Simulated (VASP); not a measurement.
Here is the system:

```
CELL_PARAMETERS angstrom
      3.14275     0.00000     0.00000
      0.00000     6.67797     0.00000
      0.00000     0.00000    25.08729
ATOMIC_POSITIONS crystal
  F  0.00000 0.50000 0.31447
  F  0.00000 0.00000 0.44756
  F  0.50000 0.80300 0.36690
  F  0.50000 0.19700 0.36690
  F  0.00000 0.50000 0.41935
  F  0.00000 0.50000 0.58066
  F  0.50000 0.30300 0.50000
  F  0.50000 0.69700 0.50000
  F  0.00000 0.00000 0.55244
  F  0.50000 0.80300 0.63309
  F  0.50000 0.19700 0.63309
  F  0.00000 0.50000 0.68553
  Zn 0.00000 0.00000 0.36690
  Zn 0.50000 0.50000 0.36690
  Zn 0.00000 0.50000 0.50000
  Zn 0.50000 0.00000 0.50000
  Zn 0.00000 0.00000 0.63309
  Zn 0.50000 0.50000 0.63309
```

Calculation: PBEsol GGA, VASP's PBE PAW potentials (set 64) (plane waves; VASP). Numerical set-up: PREC = Normal, LREAL = Auto, EDIFF = 1E-5, 450 eV cut-off, 6×3×1 Γ-centred mesh, Gaussian smearing of 0.050 eV, potentials F Zn.

Question: The ions are relaxed. Predict the relaxed structure.

Answer: 
```
CELL_PARAMETERS angstrom
      3.14275     0.00000     0.00000
      0.00000     6.67797     0.00000
      0.00000     0.00000    25.08729
ATOMIC_POSITIONS crystal
  F  0.00000 0.50000 0.31676
  F  0.00000 0.00000 0.44795
  F  0.50000 0.81549 0.36075
  F  0.50000 0.18451 0.36075
  F  0.00000 0.50000 0.41948
  F  0.00000 0.50000 0.58052
  F  0.50000 0.30036 0.50000
  F  0.50000 0.69964 0.50000
  F  0.00000 0.00000 0.55205
  F  0.50000 0.81549 0.63925
  F  0.50000 0.18451 0.63925
  F  0.00000 0.50000 0.68324
  Zn 0.00000 0.00000 0.36924
  Zn 0.50000 0.50000 0.36212
  Zn 0.00000 0.50000 0.50000
  Zn 0.50000 0.00000 0.50000
  Zn 0.00000 0.00000 0.63076
  Zn 0.50000 0.50000 0.63788
```

Question: How much energy does the relaxation gain?

Answer: The energy (σ→0) changes by -31.2 meV/atom, in 22 ionic steps.

The cell is a thin slab with vacuum, built from ZnF2 (rutile): (110) face.
